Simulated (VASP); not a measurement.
BaZr2O3: single point with PBEsol

BaZr2O3:

```
CELL_PARAMETERS angstrom
2.16837 -6.46983 0.00000
2.16837 6.46983 0.00000
0.00000 0.00000 3.74303
ATOMIC_POSITIONS crystal
Ba 0.00000 0.00000 0.50000
Zr 0.66460 0.33540 0.00000
Zr 0.33540 0.66460 0.00000
O 0.16720 0.83280 0.00000
O 0.83280 0.16720 0.00000
O 0.50000 0.50000 0.00000
```

The cell was built by a generator and needn't be a form met in nature.

```
Program             : VASP 6.6.1
Task                : single point
Functional          : PBEsol
Potentials or basis : VASP PAW PBE potentials, release 64 (Ba_sv, Zr_sv, O)
Cutoff              : 520 eV
k mesh              : 8 × 8 × 8
Occupations         : gaussian, width 0.1 eV
Spin                : no spin polarisation
```

```yaml
Pressure: -4.5 GPa
Largest_force: 0.062 eV/Å
Band_gap_on_the_k_mesh: none (metal or under the smearing width)
```

Forces on the atoms (eV/Å):
```
Ba   0.000  0.000  0.000
Zr   0.000 -0.020  0.000
Zr   0.000  0.020  0.000
O    0.000 -0.062  0.000
O    0.000  0.062  0.000
O    0.000  0.000  0.000
```

Stress tensor (GPa, compression positive):
```
-5.31  0.00  0.00
 0.00 -5.29  0.00
 0.00  0.00 -3.01
```

Levels at points of the mesh, in eV from the Fermi level:
```tsv
k point	band 22	band 23	band 24	band 25	band 26	band 27	band 28	band 29	band 30	band 31
(0.00, 0.00, 0.00)	-4.33	-4.27	-4.23	-2.95	-1.19	-0.82	0.60	1.22	1.42	1.80
(0.50, 0.00, 0.00)	-5.17	-4.97	-4.32	-2.01	-1.56	1.51	1.91	1.98	2.12	2.29
(0.50, 0.50, 0.00)	-4.64	-4.59	-4.36	-2.36	-1.70	0.13	0.43	0.59	1.29	1.66
(0.00, 0.00, 0.50)	-4.83	-4.44	-4.34	-1.25	-0.75	0.43	0.80	0.96	1.62	2.67
(0.50, 0.00, 0.50)	-4.90	-4.47	-4.03	-0.71	1.14	1.21	1.82	1.83	1.98	2.66
(0.50, 0.50, 0.50)	-5.15	-5.13	-4.72	-0.75	-0.08	-0.04	0.26	1.82	1.90	2.36
```

Wall time 2.9 min on 4 MPI ranks on Intel(R) Xeon(R) Platinum 8259CL CPU @ 2.50GHz (Skylake/Cascade Lake), with other jobs on the host, peak memory 0.51 GiB a rank.

Caveat: the PAW data sets were made with another functional, which shifts forces and pressure a little. Spin-orbit coupling is left out, which matters for the levels of Ba.
